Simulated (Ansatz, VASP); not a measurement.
# GeP4: VASP beside Ansatz

```
Ge P
1.0
     4.47285    0.00000    0.00000
    -2.23643    3.87360    0.00000
     0.00000    0.00000    4.91199
Ge P
1 4
Direct
  0.00000 0.00000 0.00000
  0.33333 0.66667 0.00000
  0.66667 0.33333 0.00000
  0.33333 0.66667 0.50000
  0.66667 0.33333 0.50000
```

Alike in both runs: functional PBE; k mesh 6 × 6 × 4; occupations gaussian, width 0.1 eV; no spin polarisation.

Ansatz relaxed the structure, and its values are those at the end. VASP's run is a single point on that final structure, the one shown.

|  | VASP | Ansatz |
| --- | --- | --- |
| version | VASP 6.6.1 | Ansatz 0.2.0 |
| potentials or method | VASP PAW PBE potentials, release 64 (Ge_d, P) | scalar-relativistic, plane waves, PAW |
| plane-wave cutoff (eV) | 520 | 420 |
| valence electrons in the cell | 34 | 34 |

VASP gave:

| Property | Result |
| --- | --- |
| gap on the k mesh at the Fermi level (eV) | none |
| pressure (GPa) | -0.1 |

Estimate Ansatz's values.

gap on the k mesh at the Fermi level (eV): none; pressure (GPa): 0.0.

A gap of «none» marks a metal or a gap that the smearing closes.
